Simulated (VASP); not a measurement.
# SiBrF₃: harmonic vibrations of a molecule

SiBrF₃, molecule in box, 5 atoms in the cell. PBE, harmonic vibrations; PAW potentials F, Si, Br (PBE set).

## Input

INCAR.step1:
```
SYSTEM = SiBrF3
PREC = Accurate ; ENCUT = 400
EDIFF = 1E-8 ; ISMEAR = 0
SIGMA = 0.01 ; ISYM = 0
LREAL = .FALSE. ; LASPH = .TRUE.
NELM = 100 ; ALGO = Normal
LWAVE = .FALSE. ; LCHARG = .FALSE.
IBRION = 2 ; NSW = 60
ISIF = 2 ; EDIFFG = -0.002
POTIM = 0.5
```

INCAR.step2, as INCAR.step1 but for:
```
- IBRION = 2
- NSW = 60
- ISIF = 2
- EDIFFG = -0.002
- POTIM = 0.5
+ IBRION = 5
+ NFREE = 2
+ POTIM = 0.015
+ NSW = 1
```

KPOINTS:
```
k-points
0
Gamma
  1 1 1
```

POSCAR.step1:
```
SiBrF3
1.0
   12.0000000000      0.0000000000      0.0000000000
    0.0000000000     12.0000000000      0.0000000000
    0.0000000000      0.0000000000     12.0000000000
F Si Br
3 1 1
Direct
    0.4808416700      0.5084458300      0.6076750000
    0.4485916700      0.3789041700      0.4432166700
    0.6141583300      0.5110208300      0.4430916700
    0.4888500000      0.4982875000      0.4776916700
    0.3880083300      0.6245958300      0.3979916700
```

Commands (each step's output is kept before the next begins):
```
cat potpaw_PBE.64/F/POTCAR potpaw_PBE.64/Si/POTCAR potpaw_PBE.64/Br/POTCAR > POTCAR
cp INCAR.step1 INCAR
cp POSCAR.step1 POSCAR
mpirun -np 4 vasp_gam > vasp.out
cp CONTCAR POSCAR
cp INCAR.step2 INCAR
mpirun -np 4 vasp_gam > vasp.out
```

## Result

- Vibrations (cm⁻¹; a negative value is imaginary): 947, 946, 816, 484, 313, 312, 270, 186, 186
- Zero-point energy (eV): 0.276
- Translations and rotations, which should read zero (cm⁻¹): -16, -5, -3, 5, 9, 14
- Vibrational entropy at 298 K (meV/K): 0.432
- Displaced cells: 30
- Ionic steps, all stages: 44
- Electronic steps, all stages: 806

VASP 6.6.1 took 793 s on 4 cores (AMD EPYC 7R43 (Zen 3)), a shared host.
